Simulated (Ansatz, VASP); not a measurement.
**Two plane-wave programs on InGaPb3**

```xyz
5
Lattice="4.9653 0.0000 0.0000 0.0000 4.9653 0.0000 0.0000 0.0000 4.9653" Properties=species:S:1:pos:R:3 pbc="T T T"
In    0.0000    0.0000    0.0000
Ga    2.4826    2.4826    2.4826
Pb    0.0000    2.4826    2.4826
Pb    2.4826    0.0000    2.4826
Pb    2.4826    2.4826    0.0000
```

Change from the starting cell: species swapped into the GdBPd3 type (Pm-3m, No. 221).

Alike in both runs: task single point; functional PBE; k mesh 4 × 4 × 4; occupations gaussian, width 0.1 eV; no spin polarisation.

|  | VASP | Ansatz |
| --- | --- | --- |
| version | VASP 6.6.1 | Ansatz 0.2.0 |
| potentials or method | VASP PAW PBE potentials, release 64 (In_d, Ga_d, Pb_d) | scalar-relativistic, plane waves, PAW |
| plane-wave cutoff (eV) | 520 | 420 |
| valence electrons in the cell | 68 | 68 |

|  | VASP | Ansatz | Ansatz less VASP |
| --- | --- | --- | --- |
| gap on the k mesh at the Fermi level (eV) | none | none | - |
| pressure (GPa) | 22.2 | 22.2 | +0.04 |

A gap of «none» marks a metal or a gap that the smearing closes. The functional is the same, so the differences come from potentials, cutoffs and numerics.

Caveats: so large a pressure means that the cell lies far from this level's equilibrium, or that cutoff or potentials fall short (VASP). The runs have no spin-orbit coupling, so splittings on Pb are missing.
